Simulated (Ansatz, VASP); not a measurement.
# Al (Al(111)) in two plane-wave programs, part 2 of 2

Aim: how closely do two programs agree when they are given the same cell, functional and k mesh? Of the first pair: The structure shown is the start of the Ansatz relaxation below; VASP solves that cell, so the two are compared at the walk's first step.

VASP 6.6.1 and Ansatz 0.2.0.

So far. Step 4 (Comparison): The forces differ by 0.6 meV/Å r.m.s., which is 0.8 % of the r.m.s. force of 0.077 eV/Å (both taken over all components). Where the cell holds vacuum, a pressure given here is an average over it and none of the material. Step 5 (Ansatz: relaxation, PBE with D3(BJ)): This is the run of step 2 again, met here at its other cell.

## 7. Differences

Compared:

```
                                   quantity  Ansatz  VASP  difference
 work function, lower of the two faces (eV)    3.98  3.98        0.00
work function, higher of the two faces (eV)    4.00  4.00        0.00
```

Forces (eV/Å; atoms numbered as in POSCAR):

```
atom        Ansatz x, y, z          VASP x, y, z
 Al1   0.000, 0.000, 0.116   0.000, 0.000, 0.118
 Al2  0.000, 0.000, -0.114  0.000, 0.000, -0.113
 Al3  0.000, 0.000, -0.012  0.000, 0.000, -0.012
 Al4   0.000, 0.000, 0.010   0.000, 0.000, 0.008
```

The forces differ by 0.7 meV/Å r.m.s., which is 1.4 % of the r.m.s. force of 0.047 eV/Å (both taken over all components). Where the cell holds vacuum, a pressure given here is an average over it and none of the material.

## 8. Ansatz: single point, PBE with D3(BJ), pair 3

With cell and atoms fixed, the geometry can't cause a difference; cores, projectors, grids and the points listed under the comparison can. This pair takes another cell of the material, with 16 atoms against 4 for the pair before.

The cell is taken from a series of runs on this material, whose earlier steps may have relaxed, scaled, displaced or heated it; both programs get it as it stands.

Input file input.yaml:

```yaml
crystal:
  lattice:
    - [5.7275649276, 0.0, 0.0]
    - [2.8637824638, 4.9602167292, 0.0]
    - [0.0, 0.0, 28.0472784142]
  atoms:
    - { symbol: Al, position: [0.0, 0.0, 0.3208867494] }
    - { symbol: Al, position: [0.1666666667, 0.1666666667, 0.4042555724] }
    - { symbol: Al, position: [0.3333333333, 0.3333333333, 0.4837584125] }
    - { symbol: Al, position: [0.0, 0.0, 0.5697164368] }
    - { symbol: Al, position: [0.0, 0.5, 0.3208867494] }
    - { symbol: Al, position: [0.1666666667, 0.6666666667, 0.4042555724] }
    - { symbol: Al, position: [0.3307802329, 0.8346098835, 0.484414435] }
    - { symbol: Al, position: [-0.0027558372, 0.5013779186, 0.5648821] }
    - { symbol: Al, position: [0.5, 0.0, 0.3208867494] }
    - { symbol: Al, position: [0.6666666667, 0.1666666667, 0.4042555724] }
    - { symbol: Al, position: [0.8346098835, 0.3307802329, 0.484414435] }
    - { symbol: Al, position: [0.5013779186, -0.0027558372, 0.5648821] }
    - { symbol: Al, position: [0.5, 0.5, 0.3208867494] }
    - { symbol: Al, position: [0.6666666667, 0.6666666667, 0.4042555724] }
    - { symbol: Al, position: [0.8346098835, 0.8346098835, 0.484414435] }
    - { symbol: Al, position: [0.5013779186, 0.5013779186, 0.5648821] }
kpoints:
  mp_grid: { grid: [6, 6, 1] }
hamiltonian:
  xc: pbe
  dispersion: d3bj
scf:
  occupations: { method: fermi_dirac, width: 0.1 }
  convergence: { dr2_threshold: 1.0e-08 }
efield:
  axis: 3
  dipole_correction: true
  ramp_position: 0.97
  ramp_width: 0.06
output:
  write_potential: true
  write_density: true
  volumetric_format: npy
```

Command:

```
> ansatz run input.yaml --threads 4 --pin off --max-ram 6144MiB --backend cpu --events-out ev --progress --plain --runs-dir out
```

Numbers of over 12 decimals in the logs are rounded to 6 here.

Output:

```text
[...]
Crystal: 16 atoms, lattice volume = 796.822 Å³
Basis set: ecut = 420 eV, 15693 PW (Γ)
Bands: 40, of which v1, the nominal top of the filled ones, is band 24 counted from 1 (23 counted from 0)
Symmetry: 6 space group operations
[...]
k-points: 7 of 36 (time reversal used)
[...]
k-point 1: bands = [... 20 lower, -1.4131, -1.1967, -1.1812, -0.6377, -0.6288, -0.2086, -0.1760, 0.6014, ... 12 higher]
  k-point 2: bands = [... 20 lower, -0.9621, -0.9548, -0.4557, 0.2168, 0.2361, 0.2760, 0.5844, 0.9025, ... 12 higher]
  k-point 6: bands = [... 20 lower, -1.4642, -0.6655, -0.6596, 0.3408, 1.2463, 1.3423, 1.3607, 1.9205, ... 12 higher]
[key lines of the parts left out:]
SCF converged after 7 iterations
Free energy (F): -8601.190431 eV
Fermi energy:    0.006243 eV
Dipole field:    D = -0.000531 V/Å  (p = -0.002339 e·Å, saw-weighted, corrected)
Work function:   Φ+ = 4.0006 eV   Φ− = 3.9857 eV
```

## 9. VASP: single point, PBE with D3(BJ), pair 3

The same cell, functional, mesh and smearing now go to VASP, with its own data sets.

Input file INCAR:

```
SYSTEM = Al
PREC = Accurate
ENCUT = 400
EDIFF = 1E-06
NELM = 120
ISMEAR = -1
SIGMA = 0.1
LREAL = .FALSE.
ALGO = Normal
GGA = PE
IVDW = 12
NBANDS = 40
LORBIT = 11
LWAVE = .FALSE.
LCHARG = .FALSE.
ISIF = 2
LDIPOL = .TRUE.
IDIPOL = 3
DIPOL = 0.5 0.5 0.444
LVHAR = .TRUE.
LASPH = .TRUE.
GGA_COMPAT = .FALSE.
NELMDL = -8
KPAR = 4
```

Input file POSCAR:

```
Al
1.0
    5.7275649276      0.0000000000      0.0000000000
    2.8637824638      4.9602167292      0.0000000000
    0.0000000000      0.0000000000     28.0472784142
Al
16
Direct
    0.0000000000      0.0000000000      0.3208867494
    0.1666666667      0.1666666667      0.4042555724
    0.3333333333      0.3333333333      0.4837584125
    0.0000000000      0.0000000000      0.5697164368
    0.0000000000      0.5000000000      0.3208867494
    0.1666666667      0.6666666667      0.4042555724
    0.3307802329      0.8346098835      0.4844144350
    0.9972441628      0.5013779186      0.5648821000
    0.5000000000      0.0000000000      0.3208867494
    0.6666666667      0.1666666667      0.4042555724
    0.8346098835      0.3307802329      0.4844144350
    0.5013779186      0.9972441628      0.5648821000
    0.5000000000      0.5000000000      0.3208867494
    0.6666666667      0.6666666667      0.4042555724
    0.8346098835      0.8346098835      0.4844144350
    0.5013779186      0.5013779186      0.5648821000
```

Input file KPOINTS:

```
Automatic mesh
0
Gamma
6 6 1
0 0 0
```

The projector-augmented-wave data sets are Al (PBE family, release 64).

Command:

```
> mpirun -np 4 vasp_std
```

Output:

```text
[banner, memory and clock lines left out]
running    4 mpi-ranks, on    1 nodes
[...]
LDA part: xc-table for (Slater+PW92), standard interpolation
 POSCAR, INCAR and KPOINTS ok, starting setup
[...]
entering main loop
       N       E                     dE             d eps       ncg     rms          rms(c)
DAV:   1     0.148824372271E+03    0.14882E+03   -0.12094E+04   560   0.681E+02
DAV:   2    -0.488921900963E+02   -0.19772E+03   -0.18857E+03   808   0.139E+02
DAV:   3    -0.592611495328E+02   -0.10369E+02   -0.99607E+01   704   0.309E+01
DAV:   4    -0.596537798659E+02   -0.39263E+00   -0.39210E+00   920   0.723E+00
[...]
DAV:  28    -0.569864007756E+02   -0.13711E-05   -0.65156E-08   424   0.786E-04    0.798E-04
DAV:  29    -0.569864022486E+02   -0.14730E-05   -0.45299E-08   424   0.676E-04    0.340E-04
DAV:  30    -0.569864032402E+02   -0.99163E-06   -0.24260E-08   416   0.448E-04
   1 F= -.61083741E+02 E0= -.60961542E+02  d E =-.244399E+00
```

Parts of OUTCAR (step 9):

```text
 Edisp (eV)   -4.09734

  Total      -7.45641    -7.45641    -1.14878     0.00000    -0.00000     0.00000
  in kB     -14.99268   -14.99268    -2.30986     0.00000    -0.00000     0.00000
  external pressure =      -10.77 kB  Pullay stress =        0.00 kB

 POSITION                                       TOTAL-FORCE (eV/Angst)
 -----------------------------------------------------------------------------------
      0.00000      0.00000      9.00000         0.000000     -0.000000      0.128219
      1.43189      0.82670     11.33827         0.001385      0.000800     -0.114380
      2.86378      1.65341     13.56811         0.000000     -0.000000     -0.003394
      0.00000      0.00000     15.97900         0.000000     -0.000000     -0.235833
      1.43189      2.48011      9.00000         0.006279     -0.003625      0.111341
      2.86378      3.30681     11.33827         0.000000     -0.001599     -0.114380
      4.28471      4.13985     13.58651        -0.005704      0.003293     -0.041526
      7.14762      2.48694     15.84341         0.092199     -0.053231      0.100580
      2.86378      0.00000      9.00000         0.000000      0.007251      0.111341
      4.29567      0.82670     11.33827        -0.001385      0.000800     -0.114380
      5.72756      1.64074     13.58651         0.000000     -0.006586     -0.041526
      5.72756      4.94655     15.84341         0.000000      0.106462      0.100580
      4.29567      2.48011      9.00000        -0.006279     -0.003625      0.111341
      5.72756      3.30681     11.33827         0.000000     -0.000000     -0.057039
      7.17042      4.13985     13.58651         0.005704      0.003293     -0.041526
      4.30751      2.48694     15.84341        -0.092199     -0.053231      0.100580
 -----------------------------------------------------------------------------------
    total drift:                               -0.000000     -0.000000     -0.000092

  FREE ENERGIE OF THE ION-ELECTRON SYSTEM (eV)
  ---------------------------------------------------
  free  energy   TOTEN  =       -61.0837413796 eV

  energy  without entropy=      -60.8393427337  energy(sigma->0) =      -60.96154206

[... 3 further parts left out ...]
[key lines of the parts left out:]
E-fermi :   0.0257
```

## 10. Side by side

Compared:

```
                                   quantity  Ansatz  VASP  difference
 work function, lower of the two faces (eV)    3.99  3.99        0.00
work function, higher of the two faces (eV)    4.00  4.00        0.00
```

Where the cell holds vacuum, a pressure given here is an average over it and none of the material.

## 11. What came out

```yaml
r_m_s_force_difference_single_point_pbe_with_d3_bj_start_cell_pair_1: 0.59 meV/Å
r_m_s_force_difference_single_point_pbe_with_d3_bj_relaxed_atoms_in_a_fixed_cell_pair_2: 0.66 meV/Å
difference_in_work_function_higher_of_the_two_faces_single_point_pbe_with_d3_bj_pair_3: -0.0017 eV
```

The r.m.s. force difference is 0.66 meV/Å (single point, PBE with D3(BJ), relaxed atoms in a fixed cell, pair 2), within the 12 meV/Å picked in this series as the mark of a large difference. How closely two codes agree says nothing of how well the functional describes the real material.

[Lines on the potential files, build, host, timing and source positions are cut from VASP's logs without a mark.]

[Logs are printed without paths, hosts, clocks, repeated set-up lines and the standing remarks that a program may print on its own settings, such as how far it seeks lower states.]

[Hosts, paths, dates, database ids (printed as entryN), source tags and the programs' standing remarks are cut or masked in the printed files.]
